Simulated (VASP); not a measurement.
Given:

```
CELL_PARAMETERS angstrom
      0.00000     2.69180     2.69180
      2.69180     0.00000     2.69180
      2.69180     2.69180     0.00000
ATOMIC_POSITIONS crystal
  Yb 0.00000 0.00000 0.00000
```

All values below come from r2SCAN meta-GGA, VASP's PBE PAW potentials (set 64) (plane waves; VASP 6.6.1). Run with 480 eV cut-off, 12×12×12 Γ-centred mesh, first-order Methfessel-Paxton smearing of 0.10 eV, potentials Yb_2.

The 4f electrons are frozen in the core of the lanthanide potential, so 4f levels, which can set the real gap, and their magnetism are missing. Energy and stress use the plane-wave basis of the starting cell.

Task: The ions, cell shape and volume at an external pressure of 2.0 GPa are relaxed. Which structure does the run end with?

Result: 
```
CELL_PARAMETERS angstrom
      0.00000     2.60108     2.60108
      2.60108     0.00000     2.60108
      2.60108     2.60108     0.00000
ATOMIC_POSITIONS crystal
  Yb 0.00000 0.00000 0.00000
```
Space group Fm-3m (225), at a tolerance of 0.03 Å.

Task: How do energy and volume change from the first to the last step?

Result: The energy (σ→0) changes by +21.2 meV/atom and the volume by -9.8 %, in 4 ionic steps.

The compound is Yb in the fcc structure. This run relaxes it under an external pressure of 2 GPa. Symmetry was kept, so distortions that lower it aren't found.
